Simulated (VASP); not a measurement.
# NCBrH2 in VASP: settings compared

Aim: see how the results for NCBrH2 move with the level of theory and the settings. Levels: PBE+TS, PBE, vdW-DF2, B3LYP. Tasks: atomic charges, electron localisation function, single point.

Everything below comes from runs of VASP 6.6.1. Logs are shortened: lines on timing, memory, paths and dates and some standing lists are left out, and cuts for length are marked.

## Step 1: The structure

The cell holds a molecule in a box, 5 atoms: a = 13.000 Å, b = 11.000 Å, c = 11.000 Å, α = 90.00°, β = 90.00°, γ = 90.00°.

## Step 2: Atomic charges, PBE+TS

INCAR reads:

```
SYSTEM = H2CBrN
ALGO     = Normal         ! electronic algorithm
EDIFF    = 1E-6           ! SCF threshold, eV
ENCUT    = 520            ! plane-wave cutoff, eV
GGA      = PE             ! functional
ISIF     = 2              ! what is computed and relaxed
ISMEAR   = 0              ! smearing method
IVDW     = 2              ! dispersion correction
LASPH    = .TRUE.         ! aspherical terms in the spheres
LCHARG   = .TRUE.         ! write CHGCAR
LELF     = .TRUE.         ! ELF
LORBIT   = 11             ! projections on sites
LREAL    = .FALSE.        ! projectors in reciprocal space
LVACPOTAV= .TRUE.       
LVHAR    = .TRUE.       
LWAVE    = .FALSE.        ! write WAVECAR
NELM     = 80             ! most SCF steps
PREC     = Accurate       ! precision mode
SIGMA    = 0.01           ! smearing width, eV
```

KPOINTS reads:

```
k-points
0
G
  1 1 1
  0 0 0
```

POSCAR reads:

```
H2CBrN
1.0
   13.0000000000      0.0000000000      0.0000000000
    0.0000000000     11.0000000000      0.0000000000
    0.0000000000      0.0000000000     11.0000000000
N C Br H
1 1 1 2
Direct
    0.4276384600      0.4499636400      0.5132000000
    0.5127153800      0.4962909100      0.4897000000
    0.6274153800      0.4709545500      0.5932181800
    0.3745846200      0.4724727300      0.4487181800
    0.5338615400      0.5538545500      0.4129636400
```

Potentials or basis: VASP PAW PBE potentials, release 64 (N, C, Br, H).

On the command line:

```console
$ cat potpaw_PBE.64/N/POTCAR potpaw_PBE.64/C/POTCAR potpaw_PBE.64/Br/POTCAR potpaw_PBE.64/H/POTCAR > POTCAR
$ mpirun -np 1 vasp_gam > vasp.out
```

OUTCAR:

```text
SYSTEM = H2CBrN
   EDIFF = 1E-6
   ENCUT = 520
   GGA = PE
   ISIF = 2
   ISMEAR = 0
   IVDW = 2
   LASPH = .TRUE.
   LORBIT = 11
   LREAL = .FALSE.
   NELM = 80
   PREC = Accurate
  IVDW =   2

 ion  position               nearest neighbor table
   1  0.428  0.450  0.513-   4 1.02   2 1.24
   2  0.513  0.496  0.490-   5 1.09   1 1.24   3 1.90
   3  0.627  0.471  0.593-   2 1.90
   4  0.375  0.472  0.449-   1 1.02
   5  0.534  0.554  0.413-   2 1.09

  LATTYP: Found a simple tetragonal cell.
 ALAT       =    11.0000000000
 C/A-ratio  =     1.1818181818

  Lattice vectors:

 A1 = (   0.0000000000,  11.0000000000,   0.0000000000)
 A2 = (   0.0000000000,   0.0000000000,  11.0000000000)
 A3 = (  13.0000000000,   0.0000000000,   0.0000000000)

Analysis of symmetry for initial positions (statically):
=====================================================================
 Subroutine PRICEL returns:
 Original cell was already a primitive cell.

 Routine SETGRP: Setting up the symmetry group for a
 simple tetragonal supercell.

 Subroutine GETGRP returns: Found  1 space group operations
 (whereof  1 operations were pure point group operations)
 out of a pool of 16 trial point group operations.

The static configuration has the point symmetry C_1 .

Analysis of symmetry for dynamics (positions and initial velocities):
=====================================================================
 Subroutine PRICEL returns:
 Original cell was already a primitive cell.

 Routine SETGRP: Setting up the symmetry group for a
 simple tetragonal supercell.

 Subroutine GETGRP returns: Found  1 space group operations
 (whereof  1 operations were pure point group operations)
 out of a pool of 16 trial point group operations.

The dynamic configuration has the point symmetry C_1 .

 Subroutine INISYM returns: Found  1 space group operations
 (whereof  1 operations are pure point group operations),
 and found     1 'primitive' translations

----------------------------------------------------------------------------------------

                                     Primitive cell

  volume of cell :    1573.0000

  direct lattice vectors                    reciprocal lattice vectors
    13.000000000  0.000000000  0.000000000     0.076923077  0.000000000  0.000000000
[... 89 lines left out ...]
  volume/ion in A,a.u.               =     314.60      2123.03
  Fermi-wavevector in a.u.,A,eV,Ry     =   0.368912  0.697143  1.851699  0.136096
  Thomas-Fermi vector in A             =   1.295136
   LORBIT       =     11    0 simple, 1 ext, 2 COOP (PROOUT), +10 PAW based schemes
   GGA     = PE    functional components
   LHFCALC =     F    Hartree Fock is set to
   AEXX    =    0.0000 exact exchange contribution
   IVDW    =     2    specifies the selected vdW correction
   LEPSILON=     F    determine dielectric tensor
   LRPA    =     F    only Hartree local field effects (RPA)
 non-spin polarized calculation
 Gauss-broadening in eV      SIGMA  =   0.01
  energy-cutoff  :      520.00
  volume of cell :     1573.00
 maximum number of plane-waves:     21209
 NGX is ok and might be reduce to    98
   NGX = 49   NGY = 41   NGZ = 41

 number of electron      18.0000000 magnetization

 Free energy of the ion-electron system (eV)
  ---------------------------------------------------
  ext. energy  EPLUGINS =         0.00000000
  ---------------------------------------------------
  free energy    TOTEN  =       -25.56889256 eV

  energy without entropy =      -25.56889256  energy(sigma->0) =      -25.56889256

 E-fermi :  -6.7052     XC(G=0):  -0.7677

 val. band max:       -6.7728344047   @ k =   0.0000   0.0000   0.0000
 cond. band min:      -1.7743827775   @ k =   0.0000   0.0000   0.0000
 fundamental gap:      4.9984516273
 Fermi energy:        -6.7051503959

 k-point     1 :       0.0000    0.0000    0.0000
  band No.  band energies     occupation
      1     -23.4270      2.00000
      2     -20.2852      2.00000
      3     -14.8775      2.00000
      4     -13.1432      2.00000
      5     -10.3210      2.00000
      6      -9.3232      2.00000
      7      -6.9644      2.00000
      8      -6.8830      2.00000
      9      -6.7728      2.00000
     10      -1.7744      0.00000
     11      -0.8612      0.00000
     12      -0.5383      0.00000
     13       0.2500      0.00000

------------------------ aborting loop because EDIFF is reached ----------------------------------------

  Hirshfeld charges:
            ion         q(e)
   ------------------------------
      1     N       -0.20566536
      2     C        0.03993683
      3     Br      -0.01516791
      4     H        0.12088933
      5     H        0.06000711

  Tkatchenko/Scheffler method for vdW energy calculation

  Number of pair interactions contributing to vdW energy:    4975

  Edisp (eV):   -0.00757

  FORCE on cell =-STRESS in cart. coord.  units (eV):
  Direction    XX          YY          ZZ          XY          YZ          ZX
  --------------------------------------------------------------------------------------
  -------------------------------------------------------------------------------------
  Total       1.68870     0.25725     0.52911     0.36801    -0.30957     0.26163
  in kB       1.72002     0.26202     0.53892     0.37484    -0.31531     0.26648
  external pressure =        0.84 kB  Pullay stress =        0.00 kB

 VOLUME and BASIS-vectors are now :
 -----------------------------------------------------------------------------
  energy-cutoff  :      520.00
  volume of cell :     1573.00
      direct lattice vectors                 reciprocal lattice vectors
    13.000000000  0.000000000  0.000000000     0.076923077  0.000000000  0.000000000
     0.000000000 11.000000000  0.000000000     0.000000000  0.090909091  0.000000000
     0.000000000  0.000000000 11.000000000     0.000000000  0.000000000  0.090909091

 POSITION                                       TOTAL-FORCE (eV/Angst)
 -----------------------------------------------------------------------------------
      5.55930      4.94960      5.64520        -0.640668     -0.429009      0.356550
      6.66530      5.45920      5.38670         0.486764      0.289547     -0.212642
      8.15640      5.18050      6.52540         0.334423     -0.048593      0.232972
      4.86960      5.19720      4.93590        -0.281427      0.040338     -0.196723
      6.94020      6.09240      4.54260         0.100907      0.147717     -0.180157
 -----------------------------------------------------------------------------------
    total drift:                               -0.000327     -0.000060      0.000648

  FREE ENERGIE OF THE ION-ELECTRON SYSTEM (eV)
  ---------------------------------------------------
  free  energy   TOTEN  =       -25.5764656600 eV

  energy  without entropy=      -25.5764656600  energy(sigma->0) =      -25.57646566

 total charge

# of ion       s       p       d       tot
------------------------------------------
    1        1.279   2.639   0.000   3.918
    2        0.878   1.688   0.000   2.566
    3        1.617   3.230   0.039   4.885
    4        0.638   0.082   0.000   0.721
    5        0.641   0.047   0.000   0.688
--------------------------------------------------
tot          5.053   7.686   0.039  12.778
```

Run time: 2.9 min. Hardware: 1 thread of Intel Xeon Platinum 8488C (Sapphire Rapids), shared host; peak memory 1.2 GiB.

What came out:

```
Free energy                                           : -25.5765 eV
Largest force                                         : 0.849 eV/Å
Gap between the frontier levels                       : 5.00 eV
Valence electrons inside the program's atomic spheres : N 3.92; C 2.57; Br 4.88; H 0.72, 0.69
Hirshfeld charges                                     : N -0.21; C +0.04; Br -0.02; H +0.12, +0.06 e
Dispersion energy per atom                            : -0.002 eV
```

Forces in eV/Å, atoms in the order of the input:
```
N   -0.641 -0.429  0.357
C    0.487  0.290 -0.213
Br   0.334 -0.049  0.233
H   -0.281  0.040 -0.197
H    0.101  0.148 -0.180
```

Caveat: the standard files for N, O and F lose accuracy on very short bonds. As with any semilocal functional, this PBE gap is likely too small.

## Step 3: Electron localisation function, PBE

INCAR reads:

```
ALGO     = Normal         # electronic algorithm
EDIFF    = 1E-7           # SCF threshold, eV
ENCUT    = 520            # plane-wave cutoff, eV
GGA      = PE             # functional
ISIF     = 2              # what is computed and relaxed
ISMEAR   = 0              # smearing method
LASPH    = True           # aspherical terms in the spheres
LCHARG   = True           # write CHGCAR
LELF     = True           # ELF
LREAL    = False          # projectors in reciprocal space
LWAVE    = False          # write WAVECAR
NELM     = 100            # most SCF steps
PREC     = Accurate       # precision mode
SIGMA    = 0.01           # smearing width, eV
```

KPOINTS reads:

```
k-points
0
Gamma
  1 1 1
```

POSCAR is that of step 2.

Potentials or basis: VASP PAW PBE potentials, release 64 (N, C, Br, H).

On the command line:

```console
$ cat potpaw_PBE.64/N/POTCAR potpaw_PBE.64/C/POTCAR potpaw_PBE.64/Br/POTCAR potpaw_PBE.64/H/POTCAR > POTCAR
$ mpirun -np 1 vasp_gam > vasp.out
```

Wall time 3.3 min (1 thread of Intel Xeon Platinum 8488C (Sapphire Rapids), shared host); peak memory 1.2 GiB.

Results (log left out):

* Free energy: -25.5689 eV
* Largest force: 0.847 eV/Å
* Gap between the frontier levels: 5.00 eV

Forces in eV/Å, atoms in the order of the input:
```
N   -0.637 -0.428  0.357
C    0.487  0.289 -0.213
Br   0.335 -0.048  0.233
H   -0.283  0.042 -0.200
H    0.098  0.145 -0.178
```

Levels at points of the mesh, in eV from the valence-band top:
```tsv
k point	band 7	band 8	band 9	band 10	band 11	band 12
(0.00, 0.00, 0.00)	-0.19	-0.11	0.00	5.00	5.91	6.24
```

Caveat: the standard files for N, O and F lose accuracy on very short bonds. Expect the measured gap to be larger: semilocal functionals such as PBE lack the derivative discontinuity.

## Step 4: Single point, vdW-DF2

INCAR reads:

```
PREC = Accurate
ENCUT = 520
EDIFF = 1E-6
ISMEAR = 0
SIGMA = 0.01
LREAL = False
LASPH = True
NELM = 60
ALGO = Normal
ISIF = 2
LWAVE = False
LCHARG = False
GGA = ML
LUSE_VDW = True
AGGAC = 0.0
ZAB_VDW = -1.8867
NBANDS = 17
```

KPOINTS reads:

```
regular mesh
0
Gamma
  1 1 1
```

POSCAR reads:

```
H2CBrN
1.0
   13.0000000000      0.0000000000      0.0000000000
    0.0000000000     11.0000000000      0.0000000000
    0.0000000000      0.0000000000     11.0000000000
N C Br H
1 1 1 2
Cartesian
    5.5592999800      4.9496000400      5.6452000000
    6.6652999400      5.4592000100      5.3867000000
    8.1563999400      5.1805000500      6.5253999800
    4.8696000600      5.1972000300      4.9358999800
    6.9402000200      6.0924000500      4.5426000400
```

Potentials or basis: VASP PAW PBE potentials, release 64 (N, C, Br, H).

On the command line:

```console
$ cat potpaw_PBE.64/N/POTCAR potpaw_PBE.64/C/POTCAR potpaw_PBE.64/Br/POTCAR potpaw_PBE.64/H/POTCAR > POTCAR
$ mpirun -np 1 vasp_gam > vasp.out
```

OUTCAR:

```text
PREC = Accurate
   ENCUT = 520
   EDIFF = 1E-6
   ISMEAR = 0
   LREAL = False
   LASPH = True
   NELM = 60
   ISIF = 2
   GGA = ML

 ion  position               nearest neighbor table
   1  0.428  0.450  0.513-   4 1.02   2 1.24
   2  0.513  0.496  0.490-   5 1.09   1 1.24   3 1.90
   3  0.627  0.471  0.593-   2 1.90
   4  0.375  0.472  0.449-   1 1.02
   5  0.534  0.554  0.413-   2 1.09

  LATTYP: Found a simple tetragonal cell.
 ALAT       =    11.0000000000
[... 199 lines left out ...]
  --------------------------------------------------------------------------------------
  -------------------------------------------------------------------------------------
  Total        2.3380022      0.1376911      0.6462852      0.2072789     -0.2185929      0.8231635
  in kB        2.3813695      0.1402451      0.6582730      0.2111237     -0.2226476      0.8384323
  external PRESSURE =       1.0599625 kB  Pullay stress =       0.0000000 kB

 VOLUME and BASIS-vectors are now :
 -----------------------------------------------------------------------------
  energy-cutoff  :      520.00
  volume of cell :     1573.00
      direct lattice vectors                 reciprocal lattice vectors
    13.000000000  0.000000000  0.000000000     0.076923077  0.000000000  0.000000000
     0.000000000 11.000000000  0.000000000     0.000000000  0.090909091  0.000000000
     0.000000000  0.000000000 11.000000000     0.000000000  0.000000000  0.090909091

 POSITION                                       TOTAL-FORCE (eV/Angst)
 -----------------------------------------------------------------------------------
      5.55930      4.94960      5.64520        -0.773746     -0.334369      0.147404
      6.66530      5.45920      5.38670         0.210882      0.499571     -0.667234
      8.15640      5.18050      6.52540         0.795148     -0.132413      0.581238
      4.86960      5.19720      4.93590        -0.205526     -0.021898     -0.064695
      6.94020      6.09240      4.54260        -0.026758     -0.010892      0.003287
 -----------------------------------------------------------------------------------
    total drift:                               -0.000057     -0.000220      0.000348

  FREE ENERGIE OF THE ION-ELECTRON SYSTEM (eV)
  ---------------------------------------------------
  free  energy   TOTEN  =       -20.4533267771 eV

  energy  without entropy=      -20.4533267771  energy(sigma->0) =      -20.45332678

Total vdW correction in eV:      3.8598985
```

OSZICAR:

```text
N       E                     dE             d eps       ncg     rms          rms(c)
DAV:   1     0.217314113080E+03    0.21731E+03   -0.40010E+03    34   0.604E+02
DAV:   2     0.556622686730E+02   -0.16165E+03   -0.14502E+03    59   0.106E+02
DAV:   3    -0.196235519894E+02   -0.75286E+02   -0.74878E+02    58   0.105E+02
[... 16 lines left out ...]
DAV:  20    -0.204533009072E+02   -0.71181E-04   -0.65851E-06    34   0.969E-03    0.622E-04
DAV:  21    -0.204533174679E+02   -0.16561E-04   -0.12839E-06    42   0.439E-03    0.572E-04
DAV:  22    -0.204533243075E+02   -0.68396E-05   -0.26566E-07    28   0.242E-03    0.146E-04
DAV:  23    -0.204533259570E+02   -0.16495E-05   -0.12923E-07    34   0.144E-03    0.199E-04
DAV:  24    -0.204533267771E+02   -0.82008E-06   -0.10307E-07    27   0.127E-03
   1 F= -.20453327E+02 E0= -.20453327E+02  d E =-.117589E-52
```

Wall time 32 min (1 thread of Intel Xeon Platinum 8488C (Sapphire Rapids), shared host); peak memory 4 GiB.

Results:

| Property | Result |
| --- | --- |
| Free energy | -20.4533 eV |
| Largest force | 0.994 eV/Å |
| Gap between the frontier levels | 5.04 eV |

Forces in eV/Å, atoms in the order of the input:
```
N   -0.774 -0.334  0.147
C    0.211  0.500 -0.667
Br   0.795 -0.132  0.581
H   -0.206 -0.022 -0.065
H   -0.027 -0.011  0.003
```

Caveat: the standard files for N, O and F lose accuracy on very short bonds; the PAW data sets were made with another functional, which shifts forces and pressure a little.

(Continued in part 2 of 2.)
